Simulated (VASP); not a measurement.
Here is the system:

```
CELL_PARAMETERS angstrom
      3.81583     0.00000     0.00000
      0.00000     3.81583     0.00000
      0.00000     0.00000     3.81583
ATOMIC_POSITIONS crystal
  Sc 0.00000 0.00000 0.00000
  Al 0.00000 0.50000 0.50000
  Al 0.50000 0.00000 0.50000
  Al 0.50000 0.50000 0.00000
```

The numbers are results of PBE GGA, VASP's PBE PAW potentials (set 64) (plane waves; VASP), not measurements. Numerical set-up: 500 eV cut-off, 8×8×8 Γ-centred mesh, first-order Methfessel-Paxton smearing of 0.10 eV, potentials Sc_sv Al.

Question: Predict the energy per atom (σ→0), pressure, band gap (on the k-mesh) with the smallest direct gap where there is one.

Answer: 
```yaml
band gap (on the k-mesh): none (metal, semimetal or under 0.01 eV)
energy per atom (σ→0): -4.559 eV/atom
pressure: 29.78 GPa
```

Only differences to runs with the same potentials and settings are physical.

The compound is Al3Sc in the L1_2 structure. It was relaxed first under an external pressure of 30 GPa.
